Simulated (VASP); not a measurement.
# MnO2: structure and properties in VASP, part 7 of 9

Wanted: the relaxed cell of MnO2 and its properties. The start is a computed cell from the Materials Project.

VASP 6.6.1, plane waves and PAW; the level of theory is named at each step.

Still holding for the runs below: The magnetic state follows from one typed start and may not be the lowest. Experiment finds antiferromagnetic order in this phase (a transition is listed at 92.7 K, arxiv:2401.02109), so this ferromagnetic run describes another state.

So far. Step 5 (Band structure (PBE + U)): There is no gap at this level; the bands overlap by 0.14 eV. Semilocal levels underestimate gaps, so a small one may be lost here. Step 6 (Total and projected DOS (PBE + U)): The finer mesh and the other smearing move the Fermi level by -0.02 eV from the 5×5×7 run, a small shift, which tests the Fermi level alone. Of the states within 0.3 eV of the Fermi level, the largest shares in the PAW spheres are O p 51 % and Mn d 35 %.

## 8. Volume scan with PBE + U, volume scale 0.94

This step: PBE, DFT+U (Mn d 1 eV), spin-polarised from a ferromagnetic start; plane waves and PAW (Mn_pv, O) (VASP 6.6.1).

An equation of state needs energies on both sides of the minimum, all on one mesh and cutoff.

INCAR reads:

```
SYSTEM = MnO2
PREC = Accurate
ENCUT = 520
EDIFF = 1E-06
NELM = 100
ISMEAR = 0
SIGMA = 0.05
LREAL = .FALSE.
ALGO = Normal
GGA = PE
NBANDS = 34
ISPIN = 2
MAGMOM = 2.799 2.799 0.054 0.054 0.054 0.054
LDAU = .TRUE.
LDAUTYPE = 2
LDAUL = 2 -1
LDAUU = 1 0
LDAUJ = 0 0
LDAUPRINT = 1
LASPH = .TRUE.
LMAXMIX = 4
LORBIT = 11
LWAVE = .FALSE.
LCHARG = .FALSE.
KPAR = 2
ISIF = 2
```

POSCAR reads:

```
MnO2
1.0
    4.3606950854      0.0000000000      0.0000000000
    0.0000000000      4.3606950854      0.0000000000
    0.0000000000      0.0000000000      2.8363316693
Mn O
2 4
Direct
    0.5000000000      0.5000000000      0.5000000000
    0.0000000000      0.0000000000      0.0000000000
    0.8055697410      0.1944302590      0.5000000000
    0.6944302590      0.6944302590      0.0000000000
    0.1944302590      0.8055697410      0.5000000000
    0.3055697410      0.3055697410      0.0000000000
```

KPOINTS reads:

```
Automatic mesh
0
Gamma
5 5 7
0 0 0
```

Potentials, in the order of the species: Mn_pv and O (PBE family, release 64).

Launch:

```
$ mpirun -np 2 vasp_std
```

The log of the run:

```text
[... set-up lines as in an earlier step ...]
 entering main loop
       N       E                     dE             d eps       ncg     rms          rms(c)
DAV:   1     0.636477120465E+03    0.63648E+03   -0.27774E+04  3328   0.177E+03
DAV:   2    -0.169950092729E+01   -0.63818E+03   -0.58290E+03  3598   0.517E+02
DAV:   3    -0.603878540507E+02   -0.58688E+02   -0.57414E+02  3400   0.169E+02
DAV:   4    -0.615914759343E+02   -0.12036E+01   -0.11997E+01  3462   0.248E+01
DAV:   5    -0.616063701480E+02   -0.14894E-01   -0.14887E-01  3450   0.294E+00    0.465E+01
DAV:   6    -0.536025914572E+02    0.80038E+01   -0.10128E+02  3802   0.106E+02    0.493E+01
DAV:   7    -0.483841655333E+02    0.52184E+01   -0.62382E+01  3446   0.103E+02    0.218E+01
DAV:   8    -0.464732313630E+02    0.19109E+01   -0.57540E+00  3478   0.249E+01    0.840E+00
DAV:   9    -0.460837396635E+02    0.38949E+00   -0.12380E+00  4272   0.133E+01    0.351E+00
DAV:  10    -0.461005694589E+02   -0.16830E-01   -0.25495E-01  3404   0.378E+00    0.183E+00
DAV:  11    -0.461010594609E+02   -0.49000E-03   -0.18102E-02  3426   0.138E+00    0.783E-01
DAV:  12    -0.461003663897E+02    0.69307E-03   -0.31874E-03  3594   0.578E-01    0.258E-01
DAV:  13    -0.460998761984E+02    0.49019E-03   -0.78382E-04  4058   0.376E-01    0.104E-01
DAV:  14    -0.460998618126E+02    0.14386E-04   -0.19817E-04  3690   0.138E-01    0.448E-02
DAV:  15    -0.460998668782E+02   -0.50656E-05   -0.30164E-05  3486   0.632E-02    0.247E-02
DAV:  16    -0.460998667851E+02    0.93141E-07   -0.59688E-06  2878   0.179E-02
   1 F= -.46099867E+02 E0= -.46099797E+02  d E =-.138971E-03  mag=     5.9995
```

Elapsed: 38 s, on 2 MPI ranks of AMD EPYC 7R43, shared host; peak memory 0.37 GiB; 75 s of CPU time.

OUTCAR, selected parts (step 8):

```text
   ENCUT  =  520.0 eV  38.22 Ry    6.18 a.u.   8.11  8.11  5.27*2*pi/ulx,y,z

   NELECT =      50.0000    total number of electrons

atom =   1  type =  1  l = 2

 onsite density matrix

spin component  1

  0.6030  0.0000 -0.1973  0.0000  0.0000
  0.0000  0.7151  0.0000 -0.2388  0.0000
 -0.1973  0.0000  0.8256  0.0000  0.0000
  0.0000 -0.2388  0.0000  0.7151  0.0000
  0.0000  0.0000  0.0000  0.0000  0.9667

spin component  2

  0.2687  0.0000  0.1075  0.0000 -0.0000
  0.0000  0.2643  0.0000  0.1102  0.0000
  0.1075  0.0000  0.1666  0.0000  0.0000
  0.0000  0.1102  0.0000  0.2643  0.0000
 -0.0000  0.0000  0.0000  0.0000  0.1629

 occupancies and eigenvectors

  o =  0.0986  v =  0.0000  0.0000  0.0000  0.0000  0.0000 -0.5342  0.0000  0.8453 -0.0000 -0.0000      0.0000  0.0000  0.0000  0.0000  0.0000  0.0000  0.0000  0.0000  0.0000  0.0000
  o =  0.1542  v =  0.0000  0.0000  0.0000  0.0000  0.0000 -0.0000 -0.7071  0.0000  0.7071 -0.0000      0.0000  0.0000  0.0000  0.0000  0.0000  0.0000  0.0000  0.0000  0.0000  0.0000
  o =  0.1629  v =  0.0000  0.0000  0.0000  0.0000  0.0000 -0.0000 -0.0000  0.0000  0.0000  1.0000      0.0000  0.0000  0.0000  0.0000  0.0000  0.0000  0.0000  0.0000  0.0000  0.0000
  o =  0.3366  v =  0.0000  0.0000  0.0000  0.0000  0.0000 -0.8453 -0.0000 -0.5342 -0.0000 -0.0000      0.0000  0.0000  0.0000  0.0000  0.0000  0.0000  0.0000  0.0000  0.0000  0.0000
  o =  0.3745  v =  0.0000  0.0000  0.0000  0.0000  0.0000  0.0000 -0.7071  0.0000 -0.7071  0.0000      0.0000  0.0000  0.0000  0.0000  0.0000  0.0000  0.0000  0.0000  0.0000  0.0000
  o =  0.4763  v =  0.0000 -0.7071  0.0000 -0.7071 -0.0000  0.0000  0.0000  0.0000  0.0000  0.0000      0.0000  0.0000  0.0000  0.0000  0.0000  0.0000  0.0000  0.0000  0.0000  0.0000
  o =  0.4878  v =  0.8635  0.0000  0.5044  0.0000 -0.0000  0.0000  0.0000  0.0000  0.0000  0.0000      0.0000  0.0000  0.0000  0.0000  0.0000  0.0000  0.0000  0.0000  0.0000  0.0000
  o =  0.9408  v = -0.5044  0.0000  0.8635  0.0000 -0.0000  0.0000  0.0000  0.0000  0.0000  0.0000      0.0000  0.0000  0.0000  0.0000  0.0000  0.0000  0.0000  0.0000  0.0000  0.0000
  o =  0.9538  v =  0.0000 -0.7071  0.0000  0.7071 -0.0000  0.0000  0.0000  0.0000  0.0000  0.0000      0.0000  0.0000  0.0000  0.0000  0.0000  0.0000  0.0000  0.0000  0.0000  0.0000
  o =  0.9667  v =  0.0000  0.0000 -0.0000  0.0000 -1.0000  0.0000  0.0000  0.0000  0.0000  0.0000      0.0000  0.0000  0.0000  0.0000  0.0000  0.0000  0.0000  0.0000  0.0000  0.0000

atom =   2  type =  1  l = 2

 onsite density matrix

spin component  1

  0.6030  0.0000  0.1973  0.0000  0.0000
  0.0000  0.7151  0.0000  0.2388  0.0000
  0.1973  0.0000  0.8256  0.0000 -0.0000
  0.0000  0.2388  0.0000  0.7151  0.0000
  0.0000  0.0000 -0.0000  0.0000  0.9667

spin component  2

  0.2687  0.0000 -0.1075  0.0000  0.0000
  0.0000  0.2643  0.0000 -0.1102  0.0000
 -0.1075  0.0000  0.1666  0.0000  0.0000
  0.0000 -0.1102  0.0000  0.2643  0.0000
  0.0000  0.0000  0.0000  0.0000  0.1629

 occupancies and eigenvectors

  o =  0.0986  v =  0.0000  0.0000  0.0000  0.0000  0.0000 -0.5342 -0.0000 -0.8453  0.0000  0.0000      0.0000  0.0000  0.0000  0.0000  0.0000  0.0000  0.0000  0.0000  0.0000  0.0000
  o =  0.1542  v =  0.0000  0.0000  0.0000  0.0000  0.0000  0.0000 -0.7071  0.0000 -0.7071 -0.0000      0.0000  0.0000  0.0000  0.0000  0.0000  0.0000  0.0000  0.0000  0.0000  0.0000
  o =  0.1629  v =  0.0000  0.0000  0.0000  0.0000  0.0000 -0.0000  0.0000 -0.0000  0.0000 -1.0000      0.0000  0.0000  0.0000  0.0000  0.0000  0.0000  0.0000  0.0000  0.0000  0.0000
  o =  0.3366  v =  0.0000  0.0000  0.0000  0.0000  0.0000 -0.8453 -0.0000  0.5342  0.0000  0.0000      0.0000  0.0000  0.0000  0.0000  0.0000  0.0000  0.0000  0.0000  0.0000  0.0000
  o =  0.3745  v =  0.0000  0.0000  0.0000  0.0000  0.0000  0.0000 -0.7071  0.0000  0.7071 -0.0000      0.0000  0.0000  0.0000  0.0000  0.0000  0.0000  0.0000  0.0000  0.0000  0.0000
  o =  0.4763  v =  0.0000 -0.7071 -0.0000  0.7071 -0.0000  0.0000  0.0000  0.0000  0.0000  0.0000      0.0000  0.0000  0.0000  0.0000  0.0000  0.0000  0.0000  0.0000  0.0000  0.0000
  o =  0.4878  v =  0.8635  0.0000 -0.5044 -0.0000 -0.0000  0.0000  0.0000  0.0000  0.0000  0.0000      0.0000  0.0000  0.0000  0.0000  0.0000  0.0000  0.0000  0.0000  0.0000  0.0000
  o =  0.9408  v = -0.5044 -0.0000 -0.8635 -0.0000 -0.0000  0.0000  0.0000  0.0000  0.0000  0.0000      0.0000  0.0000  0.0000  0.0000  0.0000  0.0000  0.0000  0.0000  0.0000  0.0000
  o =  0.9538  v =  0.0000 -0.7071  0.0000 -0.7071 -0.0000  0.0000  0.0000  0.0000  0.0000  0.0000      0.0000  0.0000  0.0000  0.0000  0.0000  0.0000  0.0000  0.0000  0.0000  0.0000
  o =  0.9667  v = -0.0000 -0.0000 -0.0000 -0.0000  1.0000  0.0000  0.0000  0.0000  0.0000  0.0000      0.0000  0.0000  0.0000  0.0000  0.0000  0.0000  0.0000  0.0000  0.0000  0.0000

 E-fermi :   5.6404

 spin component 1
 k-point     1 :       0.0000    0.0000    0.0000
  band No.  band energies     occupation
    ...
     24       4.1013      1.00000
     25       4.5763      1.00000
     26       4.5763      1.00000
     27       5.1536      1.00000
     28       5.3426      1.00000
     29       5.6735      0.17498
     30       8.7136      0.00000
     31       8.7136      0.00000
     32       9.3851      0.00000
     33      13.7432      0.00000
    ...

 k-point     2 :       0.2000    0.0000    0.0000
  band No.  band energies     occupation
    ...
     24       4.2074      1.00000
     25       4.2640      1.00000
     26       4.3896      1.00000
     27       5.0140      1.00000
     28       5.2379      1.00000
     29       6.4320      0.00000
     30       8.6172      0.00000
     31       8.6499      0.00000
     32       9.2034      0.00000
     33      14.2826      0.00000
    ...

  Total        5.1624376      5.1624376      6.4092832     -0.0000000      0.0000000      0.0000000
  in kB      153.3546476    153.3546476    190.3932669     -0.0000000      0.0000000      0.0000000
  external PRESSURE =     165.7008541 kB  Pullay stress =       0.0000000 kB

 POSITION                                       TOTAL-FORCE (eV/Angst)
 -----------------------------------------------------------------------------------
      2.18035      2.18035      1.41817         0.000000      0.000000      0.000000
      0.00000      0.00000      0.00000         0.000000      0.000000      0.000000
      3.51284      0.84785      1.41817        -0.219729      0.219729      0.000000
      3.02820      3.02820      0.00000         0.219729      0.219729      0.000000
      0.84785      3.51284      1.41817         0.219729     -0.219729     -0.000000
      1.33250      1.33250      0.00000        -0.219729     -0.219729     -0.000000
 -----------------------------------------------------------------------------------
    total drift:                               -0.000000     -0.000000     -0.000000

  FREE ENERGIE OF THE ION-ELECTRON SYSTEM (eV)
  ---------------------------------------------------
  free  energy   TOTEN  =       -46.0998667851 eV

  energy  without entropy=      -46.0997278140  energy(sigma->0) =      -46.09979730

 magnetization (x)
# of ion       s       p       d       tot
------------------------------------------
    1        0.018   0.031   2.698   2.746
    2        0.018   0.031   2.698   2.746
    3       -0.000   0.078   0.000   0.078
    4       -0.000   0.078   0.000   0.078
    5       -0.000   0.078   0.000   0.078
    6       -0.000   0.078   0.000   0.078
--------------------------------------------------
tot          0.035   0.372   5.396   5.803

[... 4 parts as in an earlier step ...]

[... 17 further parts left out ...]
```

The gap is read on the k-mesh alone, so it is an upper bound where the band edges lie off the mesh, and a coarse mesh can show a gap where there is none. Direct gaps are counted within one spin. The scan keeps the cell's shape and the fractional positions fixed.

A gap read on the k-mesh alone can miss the band edges.

This step gave:

```yaml
bands: 34
irreducible_k_points: 24
free_energy_toten: -46.10 eV
energy_at_zero_smearing: -46.10 eV
fermi_energy: 5.640 eV
pressure: 16.57 GPa
metallic_judged_on_the_points_sampled: no
valence_top_at_k: 0.4, 0.4, 0
conduction_bottom_at_k: 0, 0, 0
least_direct_gap_on_the_k_mesh_within_one_spin: 0.3309 eV
gap_on_the_k_mesh: 0.1002 eV
```

Spin moment in the PAW sphere by atom:

```tsv
atom	spin moment in the PAW sphere (μB)
Mn1	2.75
Mn2	2.75
O3	0.08
O4	0.08
O5	0.08
O6	0.08
```

Force by atom:

```tsv
atom	x (eV/Å)	y (eV/Å)	z (eV/Å)	size
Mn1	0.000	0.000	0.000	0.000
Mn2	0.000	0.000	0.000	0.000
O3	-0.220	0.220	0.000	0.311
O4	0.220	0.220	0.000	0.311
O5	0.220	-0.220	0.000	0.311
O6	-0.220	-0.220	0.000	0.311
```

The pressure here is 16.57 GPa.

(Part 7 of 9 ends here.)

[Lines on the potential files, build, host, timing and source positions are cut from VASP's logs without a mark.]

[Logs are printed without paths, hosts, clocks, repeated set-up lines and the standing remarks that a program may print on its own settings, such as how far it seeks lower states.]

[Hosts, paths, dates, database ids (printed as entryN), source tags and the programs' standing remarks are cut or masked in the printed files.]

[A measured line is paired with the nearest computed mode of its activity, which favours agreement.]

[In band tables of VASP the shares of atoms and orbitals are scaled to a sum of 1 inside the atoms' spheres.]
